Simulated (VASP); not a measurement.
# Ge (Fd-3m) in VASP: settings compared, part 2 of 3

VASP 6.6.1.

**4. Band structure, r2SCAN**

INCAR reads:

```
PREC = Accurate ; ENCUT = 520
EDIFF = 1E-6 ; ISMEAR = 0
SIGMA = 0.03 ; LREAL = F
LASPH = T ; NELM = 80
ALGO = Normal ; ISIF = 2
LWAVE = F ; LCHARG = F
METAGGA = R2SCAN ; LMIXTAU = T
NBANDS = 21
```

KPOINTS reads:

```
regular mesh
0
Gamma
  10 10 10
```

POSCAR reads:

```
Ge                                      
1.0
   -0.0000000000      2.8367480286      2.8367480286
    2.8367480286      0.0000000000      2.8367480286
    2.8367480286      2.8367480286      0.0000000000
  Ge            
     2
Direct
     0.7500000000000000    0.7500000000000000    0.7500000000000000
     0.5000000000000000    0.5000000000000000    0.5000000000000000
```

KPOINTS_OPT is that of step 3.

On the command line:

```bash
cat potpaw_PBE.64/Ge_d/POTCAR > POTCAR
mpirun -np 1 vasp_std > vasp.out
```

Wall time 7.3 min (1 thread of Intel Xeon Platinum 8488C (Sapphire Rapids), shared host); peak memory 0.2 GiB.

Results (log left out):

```
Free energy             : -27.7426 eV
Pressure                : 0.1 GPa
Band gap on the k mesh  : 0.32 eV, direct
Band gap along the path : 0.32 eV, direct
```

Levels at the corners of the path, in eV from the valence-band top:
```tsv
point	band 11	band 12	band 13	band 14	band 15	band 16	band 17	band 18
Γ	-13.24	0.00	0.00	0.00	0.32	2.71	2.71	2.71
X	-9.18	-9.18	-3.20	-3.20	0.98	0.98	10.03	10.03
X	-9.18	-9.18	-3.20	-3.20	0.98	0.98	10.03	10.03
W	-9.09	-9.09	-4.02	-4.02	4.65	4.65	5.05	5.05
W	-9.09	-9.09	-4.02	-4.02	4.65	4.65	5.05	5.05
K	-9.68	-8.57	-4.45	-2.74	1.40	4.40	7.66	7.78
K	-9.68	-8.57	-4.45	-2.74	1.40	4.40	7.66	7.78
Γ	-13.24	0.00	0.00	0.00	0.32	2.71	2.71	2.71
Γ	-13.24	0.00	0.00	0.00	0.32	2.71	2.71	2.71
L	-11.07	-7.83	-1.47	-1.47	0.42	3.99	3.99	7.65
L	-11.07	-7.83	-1.47	-1.47	0.42	3.99	3.99	7.65
U	-9.68	-8.57	-4.45	-2.74	1.40	4.40	7.66	7.78
U	-9.68	-8.57	-4.45	-2.74	1.40	4.40	7.66	7.78
W	-9.09	-9.09	-4.02	-4.02	4.65	4.65	5.05	5.05
W	-9.09	-9.09	-4.02	-4.02	4.65	4.65	5.05	5.05
L	-11.07	-7.83	-1.47	-1.47	0.42	3.99	3.99	7.65
L	-11.07	-7.83	-1.47	-1.47	0.42	3.99	3.99	7.65
K	-9.68	-8.57	-4.45	-2.74	1.40	4.40	7.66	7.78
U	-9.68	-8.57	-4.45	-2.74	1.40	4.40	7.66	7.78
X	-9.18	-9.18	-3.20	-3.20	0.98	0.98	10.03	10.03
```

Caveat: the PAW data sets were made with another functional, which shifts forces and pressure a little.

**5. Band structure, TB-mBJ**

POSCAR is that of step 4.

INCAR.step1 reads:

```
PREC = Accurate ; ENCUT = 520
EDIFF = 1E-5 ; ISMEAR = 0
SIGMA = 0.03 ; LREAL = F
LASPH = T ; NELM = 80
ALGO = Normal ; ISIF = 2
LWAVE = T ; LCHARG = F
NBANDS = 21 ; GGA = PE
```

INCAR.step2 reads:

```
PREC = Accurate ; ENCUT = 520
EDIFF = 1E-6 ; ISMEAR = 0
SIGMA = 0.03 ; LREAL = F
LASPH = T ; NELM = 80
ALGO = Normal ; ISIF = 2
LWAVE = F ; LCHARG = F
METAGGA = MBJ ; NBANDS = 21
ISTART = 1
```

KPOINTS is that of step 4.

KPOINTS_OPT is that of step 4.

Potentials or basis: VASP PAW PBE potentials, release 64 (Ge_d).

On the command line:

```bash
cat potpaw_PBE.64/Ge_d/POTCAR > POTCAR
cp INCAR.step1 INCAR
mpirun -np 1 vasp_std > vasp.out
cp INCAR.step2 INCAR
mpirun -np 1 vasp_std > vasp.out
```

OUTCAR:

```text
PREC = Accurate
   ENCUT = 520
   EDIFF = 1E-6
   ISMEAR = 0
   LREAL = F
   LASPH = T
   NELM = 80
   ISIF = 2
   METAGGA = MBJ
   ISTART = 1

 ion  position               nearest neighbor table
   1  0.750  0.750  0.750-   2 2.46   2 2.46   2 2.46   2 2.46
   2  0.500  0.500  0.500-   1 2.46   1 2.46   1 2.46   1 2.46

  LATTYP: Found a face centered cubic cell.
 ALAT       =     5.6734960572

  Lattice vectors:

[... 190 lines left out ...]
  band No.  band energies     occupation
      1     -20.1567      2.00000
      2     -20.1567      2.00000
      3     -20.1566      2.00000
      4     -20.0913      2.00000
      5     -20.0913      2.00000
      6     -19.9144      2.00000
[... 565 lines left out ...]
     20      16.5822      0.00000
     21      17.1295      0.00000

 [... further k-points ...]
[... 5 lines left out ...]
  --------------------------------------------------------------------------------------
  -------------------------------------------------------------------------------------
  Total     -210.3769063   -210.3769063   -210.3769063      0.0000000      0.0000000      0.0000000
  in kB    -7382.7194636  -7382.7194636  -7382.7194636      0.0000000      0.0000000      0.0000000
  external PRESSURE =   -7382.7194636 kB  Pullay stress =       0.0000000 kB

 VOLUME and BASIS-vectors are now :
 -----------------------------------------------------------------------------
  energy-cutoff  :      520.00
  volume of cell :       45.66
      direct lattice vectors                 reciprocal lattice vectors
     0.000000000  2.836748029  2.836748029    -0.176258164  0.176258164  0.176258164
     2.836748029  0.000000000  2.836748029     0.176258164 -0.176258164  0.176258164
     2.836748029  2.836748029  0.000000000     0.176258164  0.176258164 -0.176258164

 POSITION                                       TOTAL-FORCE (eV/Angst)
 -----------------------------------------------------------------------------------
      4.25512      4.25512      4.25512        -0.000000      0.000000      0.000000
      2.83675      2.83675      2.83675         0.000000     -0.000000     -0.000000
 -----------------------------------------------------------------------------------
    total drift:                                0.000000     -0.000000     -0.000000

  FREE ENERGIE OF THE ION-ELECTRON SYSTEM (eV)
  ---------------------------------------------------
  free  energy   TOTEN  =       219.5764811234 eV

  energy  without entropy=      219.5764811235  energy(sigma->0) =      219.57648112
```

OUTCAR.step1:

```text
PREC = Accurate
   ENCUT = 520
   EDIFF = 1E-5
   ISMEAR = 0
   LREAL = F
   LASPH = T
[... 800 lines left out ...]
 -----------------------------------------------------------------------------------
      4.25512      4.25512      4.25512        -0.000000     -0.000000      0.000000
      2.83675      2.83675      2.83675         0.000000      0.000000     -0.000000
 -----------------------------------------------------------------------------------
    total drift:                                0.000000     -0.000000     -0.000000

  FREE ENERGIE OF THE ION-ELECTRON SYSTEM (eV)
  ---------------------------------------------------
  free  energy   TOTEN  =        -9.0144324570 eV

  energy  without entropy=       -9.0143853291  energy(sigma->0) =       -9.01440889
```

OSZICAR.step1:

```text
N       E                     dE             d eps       ncg     rms          rms(c)
DAV:   1     0.190935032224E+03    0.19094E+03   -0.14598E+04  2244   0.364E+03
DAV:   2     0.188627249553E+02   -0.17207E+03   -0.16684E+03  1974   0.611E+02
DAV:   3    -0.816865370061E+01   -0.27031E+02   -0.26843E+02  2254   0.144E+02
DAV:   4    -0.908395987855E+01   -0.91531E+00   -0.91478E+00  2269   0.309E+01
DAV:   5    -0.909936799590E+01   -0.15408E-01   -0.15408E-01  2219   0.446E+00    0.317E+00
DAV:   6    -0.904244075105E+01    0.56927E-01   -0.21688E-02  2274   0.145E+00    0.187E+00
DAV:   7    -0.901253698685E+01    0.29904E-01   -0.46826E-02  2233   0.194E+00    0.146E-01
DAV:   8    -0.901420708192E+01   -0.16701E-02   -0.57076E-03  2184   0.905E-01    0.431E-02
DAV:   9    -0.901441467185E+01   -0.20759E-03   -0.24617E-04  2199   0.172E-01    0.139E-02
DAV:  10    -0.901443023078E+01   -0.15559E-04   -0.29965E-05  1838   0.636E-02    0.609E-03
DAV:  11    -0.901443245703E+01   -0.22262E-05   -0.69105E-06  1605   0.392E-02
   1 F= -.90144325E+01 E0= -.90144089E+01  d E =-.471279E-04
```

Wall time 4.8 min (1 thread of Intel Xeon Platinum 8488C (Sapphire Rapids), shared host); peak memory 0.21 GiB.

What came out:

| Property | Result |
| --- | --- |
| Band gap on the k mesh | 0.68 eV, direct |
| Band gap along the path | 0.68 eV, direct |

Levels at the corners of the path, in eV from the valence-band top:
```csv
point,band 11,band 12,band 13,band 14,band 15,band 16,band 17,band 18
Γ,-12.55,0.00,0.00,0.00,0.68,2.81,2.81,2.82
X,-8.67,-8.67,-2.96,-2.96,1.23,1.23,9.96,9.96
X,-8.67,-8.67,-2.96,-2.96,1.23,1.23,9.96,9.96
W,-8.58,-8.58,-3.70,-3.70,4.69,4.69,5.06,5.06
W,-8.58,-8.58,-3.70,-3.70,4.69,4.69,5.06,5.06
K,-9.15,-8.08,-4.11,-2.53,1.62,4.45,7.66,7.68
K,-9.15,-8.08,-4.11,-2.53,1.62,4.45,7.66,7.68
Γ,-12.55,0.00,0.00,0.00,0.68,2.81,2.81,2.82
Γ,-12.55,0.00,0.00,0.00,0.68,2.81,2.81,2.82
L,-10.48,-7.34,-1.36,-1.36,0.69,4.02,4.02,7.75
L,-10.48,-7.34,-1.36,-1.36,0.69,4.02,4.02,7.75
U,-9.15,-8.08,-4.11,-2.53,1.62,4.45,7.66,7.68
U,-9.15,-8.08,-4.11,-2.53,1.62,4.45,7.66,7.68
W,-8.58,-8.58,-3.70,-3.70,4.69,4.69,5.06,5.06
W,-8.58,-8.58,-3.70,-3.70,4.69,4.69,5.06,5.06
L,-10.48,-7.34,-1.36,-1.36,0.69,4.02,4.02,7.75
L,-10.48,-7.34,-1.36,-1.36,0.69,4.02,4.02,7.75
K,-9.15,-8.08,-4.11,-2.53,1.62,4.45,7.66,7.68
U,-9.15,-8.08,-4.11,-2.53,1.62,4.45,7.66,7.68
X,-8.67,-8.67,-2.96,-2.96,1.23,1.23,9.96,9.96
```

Caveat: the PAW data sets were made with another functional, which shifts forces and pressure a little.

**6. Band structure, TB-mBJ, spin-orbit coupling, no magnetisation**

POSCAR is that of step 5.

INCAR.step1, as its differences from that of step 5:

```diff
@@ -6,2 +6,4 @@
 LWAVE = T ; LCHARG = F
-NBANDS = 21 ; GGA = PE
+MAGMOM = 0 0 0 0 0 0 ; LORBIT = 11
+LSORBIT = T ; GGA_COMPAT = F
+NBANDS = 42 ; GGA = PE
```

INCAR.step2, as its differences from that of step 5:

```diff
@@ -6,3 +6,5 @@
 LWAVE = F ; LCHARG = F
-METAGGA = MBJ ; NBANDS = 21
+MAGMOM = 0 0 0 0 0 0 ; LORBIT = 11
+LSORBIT = T ; GGA_COMPAT = F
+METAGGA = MBJ ; NBANDS = 42
 ISTART = 1
```

KPOINTS reads:

```
regular mesh
0
Gamma
  6 6 6
```

KPOINTS_OPT is that of step 5.

Potentials or basis: VASP PAW PBE potentials, release 64 (Ge_d).

On the command line:

```bash
cat potpaw_PBE.64/Ge_d/POTCAR > POTCAR
cp INCAR.step1 INCAR
mpirun -np 1 vasp_ncl > vasp.out
cp INCAR.step2 INCAR
mpirun -np 1 vasp_ncl > vasp.out
```

OUTCAR:

```text
PREC = Accurate
   ENCUT = 520
   EDIFF = 1E-6
   ISMEAR = 0
   LREAL = F
   LASPH = T
   NELM = 80
   ISIF = 2
   LORBIT = 11
   LSORBIT = T
   METAGGA = MBJ
   ISTART = 1

 ion  position               nearest neighbor table
   1  0.750  0.750  0.750-   2 2.46   2 2.46   2 2.46   2 2.46
   2  0.500  0.500  0.500-   1 2.46   1 2.46   1 2.46   1 2.46

  LATTYP: Found a face centered cubic cell.
 ALAT       =     5.6734960572

  Lattice vectors:

 A1 = (   0.0000000000,   2.8367480286,   2.8367480286)
 A2 = (   2.8367480286,   0.0000000000,   2.8367480286)
 A3 = (   2.8367480286,   2.8367480286,   0.0000000000)

Analysis of symmetry for initial positions (statically):
=====================================================================
 Subroutine PRICEL returns:
 Original cell was already a primitive cell.

 Routine SETGRP: Setting up the symmetry group for a
 face centered cubic supercell.

 Subroutine GETGRP returns: Found 48 space group operations
 (whereof 24 operations were pure point group operations)
 out of a pool of 48 trial point group operations.

The static configuration has the point symmetry T_d .
 The point group associated with its full space group is O_h .

Analysis of symmetry for dynamics (positions and initial velocities):
=====================================================================
 Subroutine PRICEL returns:
 Original cell was already a primitive cell.

 Routine SETGRP: Setting up the symmetry group for a
 face centered cubic supercell.

 Subroutine GETGRP returns: Found 48 space group operations
 (whereof 24 operations were pure point group operations)
 out of a pool of 48 trial point group operations.

The dynamic configuration has the point symmetry T_d .
 The point group associated with its full space group is O_h .

Analysis of structural, dynamic, and magnetic symmetry:
=====================================================================
 Subroutine PRICEL returns:
 Original cell was already a primitive cell.

 Routine SETGRP: Setting up the symmetry group for a
 face centered cubic supercell.

 Subroutine GETGRP returns: Found 48 space group operations
 (whereof 24 operations were pure point group operations)
 out of a pool of 48 trial point group operations.

The overall configuration has the point symmetry T_d .
 The point group associated with its full space group is O_h .

 Subroutine INISYM returns: Found 48 space group operations
 (whereof 24 operations are pure point group operations),
 and found     1 'primitive' translations

----------------------------------------------------------------------------------------

                                     Primitive cell

  volume of cell :      45.6554

  direct lattice vectors                    reciprocal lattice vectors
     0.000000000  2.836748029  2.836748029    -0.176258164  0.176258164  0.176258164
[... 126 lines left out ...]
  ext. energy  EPLUGINS =         0.00000000
  ---------------------------------------------------
  free energy    TOTEN  =       219.61563917 eV

  energy without entropy =      219.61563917  energy(sigma->0) =      219.61563917

 E-fermi :   5.2151     XC(G=0): -11.4188

 val. band max:        5.0319359354   @ k =   0.0000   0.0000   0.0000
 cond. band min:       5.6403264915   @ k =   0.0000   0.0000   0.0000
 fundamental gap:      0.6083905561
 Fermi energy:         5.2151047491

 k-point     1 :       0.0000    0.0000    0.0000
  band No.  band energies     occupation
      1     -20.4003      1.00000
      2     -20.4003      1.00000
      3     -20.4003      1.00000
      4     -20.4003      1.00000
      5     -20.3264      1.00000
      6     -20.3264      1.00000
[... 677 lines left out ...]
     39      16.3294      0.00000
     40      16.3294      0.00000
 [bands above 40 left out]

------------------------ aborting loop because EDIFF is reached ----------------------------------------

  FORCE on cell =-STRESS in cart. coord.  units (eV):
  Direction    XX          YY          ZZ          XY          YZ          ZX
  --------------------------------------------------------------------------------------
  -------------------------------------------------------------------------------------
  Total     -210.9590055   -210.9590055   -210.9590055      0.0000000      0.0000000      0.0000000
  in kB    -7403.1469649  -7403.1469649  -7403.1469649      0.0000000      0.0000000      0.0000000
  external PRESSURE =   -7403.1469649 kB  Pullay stress =       0.0000000 kB

 VOLUME and BASIS-vectors are now :
 -----------------------------------------------------------------------------
  energy-cutoff  :      520.00
  volume of cell :       45.66
      direct lattice vectors                 reciprocal lattice vectors
     0.000000000  2.836748029  2.836748029    -0.176258164  0.176258164  0.176258164
     2.836748029  0.000000000  2.836748029     0.176258164 -0.176258164  0.176258164
     2.836748029  2.836748029  0.000000000     0.176258164  0.176258164 -0.176258164

 POSITION                                       TOTAL-FORCE (eV/Angst)
 -----------------------------------------------------------------------------------
      4.25512      4.25512      4.25512        -0.000000      0.000000     -0.000000
      2.83675      2.83675      2.83675         0.000000     -0.000000      0.000000
 -----------------------------------------------------------------------------------
    total drift:                                0.000000      0.000000      0.000000

  FREE ENERGIE OF THE ION-ELECTRON SYSTEM (eV)
  ---------------------------------------------------
  free  energy   TOTEN  =       219.6156391707 eV

  energy  without entropy=      219.6156391707  energy(sigma->0) =      219.61563917

 Spin-Orbit-Coupling matrix elements

 Ion:    1  E_soc:     -0.0169329
 l=   1
     0.0000000    -0.0019148    -0.0019148
    -0.0019148     0.0000000    -0.0019148
    -0.0019148    -0.0019148     0.0000000
 l=   2
     0.0000000    -0.0001828     0.0000000    -0.0001828    -0.0007245
    -0.0001828     0.0000000    -0.0005434    -0.0001828    -0.0001811
     0.0000000    -0.0005434     0.0000000    -0.0005434     0.0000000
    -0.0001828    -0.0001828    -0.0005434     0.0000000    -0.0001811
    -0.0007245    -0.0001811     0.0000000    -0.0001811     0.0000000
 l=   3
     0.0000000     0.0000000     0.0000000     0.0000000     0.0000000     0.0000000     0.0000000
     0.0000000     0.0000000     0.0000000     0.0000000     0.0000000     0.0000000     0.0000000
     0.0000000     0.0000000     0.0000000     0.0000000     0.0000000     0.0000000     0.0000000
     0.0000000     0.0000000     0.0000000     0.0000000     0.0000000     0.0000000     0.0000000
     0.0000000     0.0000000     0.0000000     0.0000000     0.0000000     0.0000000     0.0000000
     0.0000000     0.0000000     0.0000000     0.0000000     0.0000000     0.0000000     0.0000000
     0.0000000     0.0000000     0.0000000     0.0000000     0.0000000     0.0000000     0.0000000

 Ion:    2  E_soc:     -0.0169329
 l=   1
     0.0000000    -0.0019148    -0.0019148
    -0.0019148     0.0000000    -0.0019148
    -0.0019148    -0.0019148     0.0000000
 l=   2
     0.0000000    -0.0001828     0.0000000    -0.0001828    -0.0007245
    -0.0001828     0.0000000    -0.0005434    -0.0001828    -0.0001811
     0.0000000    -0.0005434     0.0000000    -0.0005434     0.0000000
    -0.0001828    -0.0001828    -0.0005434     0.0000000    -0.0001811
    -0.0007245    -0.0001811     0.0000000    -0.0001811     0.0000000
 l=   3
     0.0000000     0.0000000     0.0000000     0.0000000     0.0000000     0.0000000     0.0000000
     0.0000000     0.0000000     0.0000000     0.0000000     0.0000000     0.0000000     0.0000000
     0.0000000     0.0000000     0.0000000     0.0000000     0.0000000     0.0000000     0.0000000
     0.0000000     0.0000000     0.0000000     0.0000000     0.0000000     0.0000000     0.0000000
     0.0000000     0.0000000     0.0000000     0.0000000     0.0000000     0.0000000     0.0000000
     0.0000000     0.0000000     0.0000000     0.0000000     0.0000000     0.0000000     0.0000000
     0.0000000     0.0000000     0.0000000     0.0000000     0.0000000     0.0000000     0.0000000

 total charge

# of ion       s       p       d       tot
------------------------------------------
    1        0.993   1.251  10.020  12.264
    2        0.993   1.251  10.020  12.264
--------------------------------------------------
tot          1.985   2.501  20.041  24.528

 magnetization (x)

# of ion       s       p       d       tot
------------------------------------------
    1        0.000   0.000   0.000   0.000
    2        0.000   0.000  -0.000   0.000
--------------------------------------------------
tot          0.000   0.000   0.000   0.000

 magnetization (y)

# of ion       s       p       d       tot
------------------------------------------
    1       -0.000   0.000  -0.000   0.000
    2       -0.000   0.000  -0.000   0.000
--------------------------------------------------
tot         -0.000   0.000  -0.000   0.000

 magnetization (z)

# of ion       s       p       d       tot
------------------------------------------
    1       -0.000  -0.000  -0.000  -0.000
    2        0.000  -0.000  -0.000  -0.000
--------------------------------------------------
tot          0.000  -0.000  -0.000  -0.000
```

It took 11 min on 1 thread of Intel Xeon Platinum 8488C (Sapphire Rapids), shared host; peak memory 0.34 GiB.

Results:

```yaml
Valence_electrons_inside_the_program's_atomic_spheres: Ge 12.26
```

Caveat: the PAW data sets were made with another functional, which shifts forces and pressure a little.

(Part 2 of 3 ends here.)
